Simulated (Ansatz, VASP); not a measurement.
**MgSc2C2: VASP beside Ansatz**

```
CELL_PARAMETERS angstrom
3.53810 0.00000 0.00000
-1.76905 3.06409 0.00000
0.00000 0.00000 6.39926
ATOMIC_POSITIONS crystal
Mg 0.66667 0.33333 0.00000
Sc 0.00000 0.00000 0.70579
Sc 0.00000 0.00000 0.29421
C 0.66667 0.33333 0.50000
C 0.33333 0.66667 0.00000
```

Change from the starting cell: species swapped into the Sr2ZnAs2 type (P-6m2, No. 187).

Alike in both runs: functional PBE; k mesh 12 × 12 × 6; occupations gaussian, width 0.1 eV; no spin polarisation.

Ansatz relaxed the structure, and its values are those at the end. VASP's run is a single point on that final structure, the one shown.

|  | VASP | Ansatz |
| --- | --- | --- |
| version | VASP 6.6.1 | Ansatz 0.2.0 |
| potentials or method | VASP PAW PBE potentials, release 64 (Mg, Sc_sv, C) | scalar-relativistic, plane waves, PAW |
| plane-wave cutoff (eV) | 520 | 420 |
| valence electrons in the cell | 32 | 40 |

Ansatz gave:

| Quantity | Value |
| --- | --- |
| gap on the k mesh at the Fermi level (eV) | none |
| pressure (GPa) | 0.0 |
| rms of the force components (eV/Å) | 0.002 |

Q: Which values does VASP return?

A: gap on the k mesh at the Fermi level (eV): none; pressure (GPa): 0.4; rms of the force components (eV/Å): 0.012.

A gap of «none» marks a metal or a gap that the smearing closes. The functional is the same, so the differences come from potentials, cutoffs and numerics. The two sets of potentials don't hold the same shells in valence.
